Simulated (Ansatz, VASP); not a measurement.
# Cross-check of Hf24O35 (amorphous HfO1.46) between VASP and Ansatz

One calculation is typed for both programs; each brings its own data sets. How far apart do they land? The structure shown is the start of the Ansatz relaxation below; VASP solves that cell, so the two are compared at the walk's first step.

Method: plane waves, with VASP 6.6.1 beside it; single point at PBE, in Ansatz 0.2.0.

## (1) The structure

The cell holds 59 atoms: 24 Hf and 35 O. Cell: a = 9.367 Å, b = 9.367 Å, c = 9.367 Å, α = 90.0°, β = 90.0°, γ = 90.0°. 59 atoms (24 Hf, 35 O) packed at random and pushed apart as soft spheres at 9.79 g/cm^3; MD (Langevin at fixed volume unless said) with the MACE-MP-0b2 small potential (Batatia et al., arXiv:2401.00096), steps of 2 fs: 0.7 ps at 3200 K, 3200 to 1920 K in 0.7 ps, 1920 to 300 K in 2 ps; then atoms relaxed.

## (2) Ansatz: relaxation, PBE

Ansatz runs on its default PAW (the set named soft_2) files.

The two programs are compared at the cell with which this relaxation starts, whose forces are those of its first step.

File input.yaml:

```yaml
crystal:
  lattice:
    - [9.36652, 0.0, 0.0]
    - [0.0, 9.36652, 0.0]
    - [0.0, 0.0, 9.36652]
  atoms:
    - { symbol: Hf, position: [0.15847, 0.62416, 0.3928] }
    - { symbol: Hf, position: [0.61808, 0.01194, 0.49289] }
    - { symbol: Hf, position: [0.4447, 0.20132, 0.7608] }
    - { symbol: Hf, position: [0.78886, 0.64727, 0.68163] }
    - { symbol: Hf, position: [0.26615, 0.30907, 0.39151] }
    - { symbol: Hf, position: [0.83668, 0.50477, 0.95105] }
    - { symbol: Hf, position: [0.47528, 0.04154, 0.16253] }
    - { symbol: Hf, position: [0.42459, 0.58453, 0.80086] }
    - { symbol: Hf, position: [0.07947, 0.48707, 0.74034] }
    - { symbol: Hf, position: [0.82492, 0.29229, 0.55465] }
    - { symbol: Hf, position: [0.25751, 0.99824, 0.53384] }
    - { symbol: Hf, position: [0.44416, 0.71285, 0.13705] }
    - { symbol: Hf, position: [0.26053, 0.35068, 0.0252] }
    - { symbol: Hf, position: [0.59613, 0.90723, 0.86539] }
    - { symbol: Hf, position: [0.85552, 0.78453, 0.07999] }
    - { symbol: Hf, position: [0.05713, 0.13308, 0.85997] }
    - { symbol: Hf, position: [0.09136, 0.60231, 0.06035] }
    - { symbol: Hf, position: [0.01969, 0.7822, 0.82166] }
    - { symbol: Hf, position: [0.55661, 0.37687, 0.19322] }
    - { symbol: Hf, position: [0.85301, 0.16999, 0.23205] }
    - { symbol: Hf, position: [0.54621, 0.60031, 0.45113] }
    - { symbol: Hf, position: [0.84019, 0.53703, 0.26118] }
    - { symbol: Hf, position: [0.91628, 0.83415, 0.43051] }
    - { symbol: Hf, position: [0.0991, 0.91906, 0.19507] }
    - { symbol: O, position: [0.42223, 0.65776, 0.60996] }
    - { symbol: O, position: [0.53108, 0.09736, 0.94459] }
    - { symbol: O, position: [0.43421, 0.99014, 0.39074] }
    - { symbol: O, position: [0.61607, 0.59502, 0.23659] }
    - { symbol: O, position: [0.74318, 0.49803, 0.49673] }
    - { symbol: O, position: [0.83521, 0.07083, 0.45238] }
    - { symbol: O, position: [0.32219, 0.20126, 0.58324] }
    - { symbol: O, position: [0.4781, 0.9792, 0.68056] }
    - { symbol: O, position: [0.98642, 0.27018, 0.69818] }
    - { symbol: O, position: [0.91677, 0.33264, 0.35865] }
    - { symbol: O, position: [0.19142, 0.45554, 0.23302] }
    - { symbol: O, position: [0.99821, 0.67199, 0.59882] }
    - { symbol: O, position: [0.36514, 0.67312, 0.3365] }
    - { symbol: O, position: [0.17107, 0.11335, 0.36646] }
    - { symbol: O, position: [0.641, 0.54181, 0.79479] }
    - { symbol: O, position: [0.31232, 0.89689, 0.13828] }
    - { symbol: O, position: [0.75689, 0.34556, 0.11924] }
    - { symbol: O, position: [0.33505, 0.38765, 0.80367] }
    - { symbol: O, position: [0.0027, 0.0992, 0.08198] }
    - { symbol: O, position: [0.63284, 0.20287, 0.61783] }
    - { symbol: O, position: [0.79469, 0.83839, 0.82535] }
    - { symbol: O, position: [0.11993, 0.97577, 0.72271] }
    - { symbol: O, position: [0.60727, 0.87357, 0.11042] }
    - { symbol: O, position: [0.14224, 0.84851, 0.42795] }
    - { symbol: O, position: [0.06082, 0.37789, 0.94576] }
    - { symbol: O, position: [0.63276, 0.14964, 0.27754] }
    - { symbol: O, position: [0.37239, 0.2402, 0.18202] }
    - { symbol: O, position: [0.20737, 0.63929, 0.84562] }
    - { symbol: O, position: [0.42578, 0.49971, 0.05709] }
    - { symbol: O, position: [0.47181, 0.39624, 0.39697] }
    - { symbol: O, position: [0.68849, 0.79503, 0.50802] }
    - { symbol: O, position: [0.26142, 0.15962, 0.90465] }
    - { symbol: O, position: [0.45712, 0.76074, 0.91803] }
    - { symbol: O, position: [0.17738, 0.45483, 0.52751] }
    - { symbol: O, position: [0.99579, 0.71031, 0.25903] }
kpoints:
  mp_grid: { grid: [1, 1, 1] }
hamiltonian:
  xc: pbe
scf:
  occupations: { method: fermi_dirac, width: 0.025 }
output:
  forces: true
relax:
  f_tol: 0.04
  max_steps: 250
  cell: {}
```

Command:

```bash
> ansatz run input.yaml --threads 4 --pin off --max-ram 8192MiB --backend cpu --events-out ev --progress --plain --runs-dir out
```

Numbers of over 12 decimals in the logs are rounded to 6 here.

The program printed:

```text
Engine: ansatz 0.2.0, x86_64-unknown-linux-gnu
Pseudopotentials: kind: paw
Pseudopotential: Hf, paw, valence charge 26, recommended cutoff 420 eV (normal), Hf.paw.azcp
Pseudopotential: O, paw, valence charge 6, recommended cutoff 420 eV (normal), O.paw.azcp
Functional definition: PBE
  parameter kappa = 0.804
  parameter beta = 0.066725
  exchange = pbe_x(kappa = kappa, mu = beta*pi^2/3)
  correlation = pbe_c(beta = beta)
Crystal: 59 atoms, lattice volume = 821.741 Å³
Basis set: ecut = 420 eV, 15967 PW (Γ), exchange–correlation on 128×128×128 points (8 copies of the dense FFT grid, shifted against one another)
Bands: 501, of which v1, the nominal top of the filled ones, is band 417 counted from 1 (416 counted from 0)
Symmetry: 1 space group operations
Space group: P1 (ITA 1), of the structure as read, at distance tolerance 9.4e-5 Å
k-points: 1
Non-local potential: Hf, projectors of the file, l = 0: 3, l = 1: 2, l = 2: 2, l = 3: 3
Non-local potential: O, projectors of the file, l = 0: 2, l = 1: 2, l = 2: 1
PAW form: soft (Blöchl's): semilocal exchange-correlation on the pseudo side does not see the compensation charge
PAW one-centre angular grid: Hf, 590 points (default); XC on 64 Gauss nodes
PAW one-centre angular grid: O, 110 points (default); XC on 64 Gauss nodes
Initial density: superposition of atomic densities (neutral atoms: chi_scale 0, normalization atom), corrected by the library's trained network
Initial wavefunctions: pseudopotential atomic-orbital guess
Functional: x = pbe(κ = 0.804, μ = 0.219515), c = pbe(β = 0.066725)
SCF iter   1: F=—  HF=-397243.388759 eV  |F-HF|=—  |Δ(HF+E_count)|=         —  Δρ=1.16e-2  dr2=3.99e0  ethr=1.77e-3  ⟨swp⟩=5.0  Hψ=1473  notcnv=0  defer=55
preconditioner: auto → LDOS  [metal: Δε(μ)=0.050 eV  Ē_g=17.602 eV  σ=0.025 eV  W_gap=0.46  n_scr=256 (ndim 8)  ℏωp=36.3 eV  f_vac=0.109  D(μ)=31.41/eV (n_scr^D=250)  β→1.0]
SCF iter   2: F=—  HF=-397242.957677 eV  |F-HF|=—  |Δ(HF+E_count)|=   4.31e-1  Δρ=7.73e-3  dr2=5.84e-1  ethr=4.78e-4  ⟨swp⟩=2.0  Hψ=923  notcnv=0  defer=66
SCF iter   3: F=—  HF=-397242.907581 eV  |F-HF|=—  |Δ(HF+E_count)|=   5.01e-2  Δρ=4.05e-3  dr2=3.20e-1  ethr=7.00e-5  ⟨swp⟩=4.0  Hψ=868  notcnv=0  defer=66
SCF iter   4: F=—  HF=-397242.872370 eV  |F-HF|=—  |Δ(HF+E_count)|=   3.52e-2  Δρ=1.57e-3  dr2=7.22e-2  ethr=3.83e-5  ⟨swp⟩=3.0  Hψ=791  notcnv=0  defer=66
SCF iter   5: F=—  HF=-397242.865362 eV  |F-HF|=—  |Δ(HF+E_count)|=   7.01e-3  Δρ=6.49e-4  dr2=8.09e-3  ethr=8.66e-6  ⟨swp⟩=2.0  Hψ=734  notcnv=0  defer=66
SCF iter   6: F=—  HF=-397242.864422 eV  |F-HF|=—  |Δ(HF+E_count)|=   9.39e-4  Δρ=2.30e-4  dr2=8.35e-4  ethr=9.70e-7  ⟨swp⟩=2.0  Hψ=832  notcnv=0  defer=66
SCF iter   7: F=—  HF=-397242.864396 eV  |F-HF|=—  |Δ(HF+E_count)|=   2.59e-5  Δρ=1.13e-4  dr2=2.17e-4  ethr=1.00e-7  ⟨swp⟩=2.0  Hψ=850  notcnv=0  defer=66
SCF iter   8: F=—  HF=-397242.864337 eV  |F-HF|=—  |Δ(HF+E_count)|=   5.97e-5  Δρ=5.35e-5  dr2=4.05e-5  ethr=2.60e-8  ⟨swp⟩=2.0  Hψ=850  notcnv=0  defer=66
SCF iter   9: F=—  HF=-397242.866462 eV  |F-HF|=—  |Δ(HF+E_count)|=   2.13e-3  Δρ=2.42e-5  dr2=8.50e-6  ethr=4.85e-9  ⟨swp⟩=2.0  Hψ=850  notcnv=0  defer=66
SCF iter  10: F=—  HF=-397242.866462 eV  |F-HF|=—  |Δ(HF+E_count)|=   2.19e-7  Δρ=1.18e-5  dr2=2.06e-6  ethr=1.02e-9  ⟨swp⟩=2.0  Hψ=847  notcnv=0  defer=66
SCF iter  11: F=—  HF=-397242.866462 eV  |F-HF|=—  |Δ(HF+E_count)|=   9.90e-8  Δρ=6.39e-6  dr2=5.95e-7  ethr=2.47e-10  ⟨swp⟩=2.0  Hψ=846  notcnv=0  defer=66
SCF iter  12: F=—  HF=-397242.866462 eV  |F-HF|=—  |Δ(HF+E_count)|=   2.23e-8  Δρ=3.01e-6  dr2=1.48e-7  ethr=7.13e-11  ⟨swp⟩=2.0  Hψ=853  notcnv=0  defer=66
SCF iter  13: F=-397242.866462 eV  HF=-397242.866462 eV  |F-HF|=2.35e-8  |Δ(HF+E_count)|=   9.14e-9  Δρ=1.41e-6  dr2=3.19e-8  ethr=1.20e-11  ⟨swp⟩=4.0  Hψ=1494  notcnv=0
SCF 1 converged in 13 iterations: F = -397242.866462 eV  dr2 = 3.19e-8
  greatest PAW one-centre occupation: 0.999 electrons in one spin orbital (limit 2), on the Hf atom at site 6 (counted from 0), in its partial waves of l = 0
relax step   1: F+E_penalty+E_count = -397242.86646174 eV  Δ(F+E_penalty+E_count) = +0.000e0 eV  max|allowed force component| = 2.318e0 eV/Å  Δτ_max = 0.0000 Å  P = +2.978 GPa  Ω = 821.741 Å³  (13 SCF iters, dr2 threshold 1.00e-7 eV, accepted)
Crystal: 59 atoms, lattice volume = 835.708 Å³
Basis set: ecut = 420 eV, 16355 PW (Γ), exchange–correlation on 128×128×128 points (8 copies of the dense FFT grid, shifted against one another)
Initial density: handed on by an earlier stage of this run
Initial wavefunctions: those handed on with the density
SCF iter   1: F=—  HF=-397248.831007 eV  |F-HF|=—  |Δ(HF+E_count)|=         —  Δρ=2.56e-2  dr2=2.80e1  ethr=3.10e-3  ⟨swp⟩=5.0  Hψ=1490  notcnv=0  defer=33
[...]
E_smearing   = -0.001569  (= −TS)
  E_closure    = 0.000000  (closes the sum)
  Σ components = -397251.930519   (vs F -397251.930519, Δ=0.00e0)
--- Forces (eV/Å), atoms counted from 1 ---
  atom   1  Hf    -0.00026252    -0.00796103    -0.01013335
  atom   2  Hf    -0.00751496     0.00235170    -0.00524482
  atom   3  Hf    -0.00484545     0.00195485     0.00661628
  atom   4  Hf    -0.00229465     0.00146724     0.00348113
  atom   5  Hf    -0.00661702     0.00129056     0.00451667
  atom   6  Hf     0.00130427     0.00609144     0.01196293
  atom   7  Hf     0.00227624     0.00470241    -0.00699073
  atom   8  Hf     0.00370312     0.00302559     0.00375143
  atom   9  Hf    -0.00286975    -0.00112962    -0.00415615
  atom  10  Hf    -0.00111146    -0.01036040    -0.00559500
  atom  11  Hf     0.00075569    -0.00002386     0.00678400
  atom  12  Hf     0.00319123    -0.00540945    -0.00586273
  atom  13  Hf     0.00846874    -0.00756206     0.00371106
  atom  14  Hf     0.00073049    -0.00329023    -0.00132488
  atom  15  Hf     0.00508357    -0.02182428    -0.01369706
  atom  16  Hf    -0.00009091     0.00117636     0.00482195
  atom  17  Hf     0.00454067     0.00147168     0.00834788
  atom  18  Hf    -0.01283721     0.00338286    -0.01036615
  atom  19  Hf    -0.00120520    -0.00311893    -0.00321797
  atom  20  Hf    -0.00073000    -0.00189162    -0.00075690
  atom  21  Hf    -0.00006782    -0.00280272    -0.00058213
  atom  22  Hf     0.00179281     0.00312028    -0.00323255
  atom  23  Hf     0.00963920    -0.00950480     0.00675835
  atom  24  Hf     0.00104248     0.00518939    -0.00680388
[...]
atom  52  O      0.00172197    -0.00384723    -0.00347358
  atom  53  O     -0.00395990    -0.00026122     0.00021278
  atom  54  O     -0.00416660     0.00074469    -0.00155889
  atom  55  O     -0.00092548    -0.00115003     0.00067176
  atom  56  O     -0.00251461    -0.00035983    -0.00007731
  atom  57  O      0.00087601     0.00089746    -0.00094534
  atom  58  O     -0.00300569     0.00401669    -0.00232937
  atom  59  O     -0.00670330    -0.00094731     0.00413635
  max |Σ_I F_I| component: 1.18e-5 eV/Å
--- Stress (GPa, compression-positive) ---
        0.022201       0.022386       0.016048
        0.022386       0.006369       0.014800
        0.016048       0.014800      -0.001003
  P = ⅓ Tr σ = 0.0092 GPa (0.092 kbar)
--- Relaxed structure (29 steps of the walk, 24 accepted, 2 SCFs on fresh bases) ---
  F+E_penalty+E_count = -397251.93051944 eV   max|allowed force component| = 2.182e-2 eV/Å   (the final SCF, on the basis selected at the relaxed cell)
  cell:  # Å, volume = 825.1221 Å³
    - [9.546092, 0.364693, 0.325610]
    - [0.364693, 9.374137, 0.267070]
    - [0.325610, 0.267070, 9.252403]
  atoms:
    - { symbol: Hf, position: [0.161318, 0.635676, 0.387273] }
    - { symbol: Hf, position: [0.634733, -0.00767142, 0.509167] }
    - { symbol: Hf, position: [0.442468, 0.170681, 0.766554] }
    - { symbol: Hf, position: [0.790709, 0.621747, 0.629891] }
    - { symbol: Hf, position: [0.273027, 0.301562, 0.392527] }
    - { symbol: Hf, position: [0.821549, 0.538476, 0.953659] }
    - { symbol: Hf, position: [0.549661, 0.036290, 0.162680] }
    - { symbol: Hf, position: [0.363008, 0.591329, 0.849148] }
    - { symbol: Hf, position: [0.047577, 0.468005, 0.718933] }
    - { symbol: Hf, position: [0.815883, 0.281808, 0.575734] }
    - { symbol: Hf, position: [0.279501, 0.980070, 0.535019] }
    - { symbol: Hf, position: [0.443490, 0.719832, 0.133639] }
    - { symbol: Hf, position: [0.236105, 0.322218, 0.030533] }
    - { symbol: Hf, position: [0.619894, 0.862780, 0.851619] }
    - { symbol: Hf, position: [0.855156, 0.842174, 0.102071] }
    - { symbol: Hf, position: [0.048344, 0.104782, 0.874443] }
    - { symbol: Hf, position: [0.103453, 0.615364, 0.054924] }
    - { symbol: Hf, position: [-0.018343, 0.807751, 0.792760] }
    - { symbol: Hf, position: [0.559311, 0.382527, 0.198174] }
    - { symbol: Hf, position: [0.858581, 0.144657, 0.233382] }
    - { symbol: Hf, position: [0.517376, 0.595392, 0.478955] }
    - { symbol: Hf, position: [0.838218, 0.534776, 0.273338] }
    - { symbol: Hf, position: [0.906659, 0.847835, 0.422529] }
    - { symbol: Hf, position: [0.161608, 0.972008, 0.200558] }
    - { symbol: O, position: [0.373600, 0.642833, 0.631330] }
    - { symbol: O, position: [0.550514, 0.072528, 0.932503] }
    - { symbol: O, position: [0.465675, 0.988938, 0.390019] }
    - { symbol: O, position: [0.622066, 0.580947, 0.262907] }
    - { symbol: O, position: [0.668480, 0.460544, 0.572996] }
    - { symbol: O, position: [0.845785, 0.071631, 0.459918] }
    - { symbol: O, position: [0.316501, 0.181628, 0.585463] }
    - { symbol: O, position: [0.478250, 0.956884, 0.683260] }
    - { symbol: O, position: [0.979801, 0.247935, 0.713409] }
    - { symbol: O, position: [0.878993, 0.333336, 0.366276] }
    - { symbol: O, position: [0.174232, 0.446147, 0.226989] }
    - { symbol: O, position: [1.001946, 0.678204, 0.565715] }
    - { symbol: O, position: [0.364585, 0.676645, 0.341136] }
    - { symbol: O, position: [0.186873, 0.112568, 0.370311] }
    - { symbol: O, position: [0.670243, 0.635191, 0.828372] }
    - { symbol: O, position: [0.363825, 0.932551, 0.148094] }
    - { symbol: O, position: [0.764608, 0.377799, 0.108507] }
    - { symbol: O, position: [0.376946, 0.367161, 0.842699] }
    - { symbol: O, position: [0.059975, 0.162956, 0.106196] }
    - { symbol: O, position: [0.631592, 0.180667, 0.635927] }
    - { symbol: O, position: [0.796970, 0.860923, 0.676487] }
    - { symbol: O, position: [0.127309, 0.964063, 0.709017] }
    - { symbol: O, position: [0.629722, 0.835181, 0.081862] }
    - { symbol: O, position: [0.143892, 0.861010, 0.407414] }
[...]
- { symbol: O, position: [0.152610, 0.652847, 0.823078] }
    - { symbol: O, position: [0.466313, 0.515757, 0.049146] }
    - { symbol: O, position: [0.454049, 0.398164, 0.398288] }
    - { symbol: O, position: [0.645956, 0.762997, 0.503468] }
    - { symbol: O, position: [0.250671, 0.137656, 0.894937] }
    - { symbol: O, position: [0.433411, 0.773932, 0.911036] }
    - { symbol: O, position: [0.166235, 0.444507, 0.518260] }
    - { symbol: O, position: [0.986510, 0.686290, 0.262810] }
```

In the SCF lines HF is the Harris–Foulkes energy and dr2 the Hartree energy of the density residual, in eV; the loop may stop once dr2 is under the threshold and the program's other checks hold. Hψ counts applications of the Hamiltonian.

(Continued in part 2 of 2.)

[Lines on the potential files, build, host, timing and source positions are cut from VASP's logs without a mark.]

[Logs are printed without paths, hosts, clocks, repeated set-up lines and the standing remarks that a program may print on its own settings, such as how far it seeks lower states.]

[Hosts, paths, dates, database ids (printed as entryN), source tags and the programs' standing remarks are cut or masked in the printed files.]
